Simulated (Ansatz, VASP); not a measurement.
## Two plane-wave programs on LiBe3

```
CELL_PARAMETERS angstrom
3.22938 0.00000 0.00000
0.00000 3.22938 0.00000
0.00000 0.00000 3.19618
ATOMIC_POSITIONS crystal
Li 0.00000 0.00000 0.00000
Be 0.00000 0.50000 0.50000
Be 0.50000 0.00000 0.50000
Be 0.50000 0.50000 0.00000
```

Alike in both runs: task relaxation of cell and atoms; functional PBE; k mesh 6 × 6 × 6; occupations gaussian, width 0.1 eV; no spin polarisation.

|  | VASP | Ansatz |
| --- | --- | --- |
| version | VASP 6.6.1 | Ansatz 0.2.0 |
| potentials or method | VASP PAW PBE potentials, release 64 (Li_sv, Be) | scalar-relativistic, plane waves, PAW |
| plane-wave cutoff (eV) | 600 | 420 |
| valence electrons in the cell | 9 | 9 |

```csv
,VASP,Ansatz,Ansatz less VASP
"gap on the k mesh at the Fermi level, each at its own relaxed structure (eV)",none,none,-
relaxed volume (Å³/atom),9.13,9.06,-0.073
relaxed cell length with the largest relative difference (Å),3.287,3.269,-0.0182
energy change over the relaxation (meV/atom),-20,-19,+0.6
```

A gap of «none» marks a metal or a gap that the smearing closes.

Caveats: the cutoff is under 1.25 times the usual one of these potentials, so pressure, stress and relaxed cells hold a basis-set (Pulay) error (VASP).
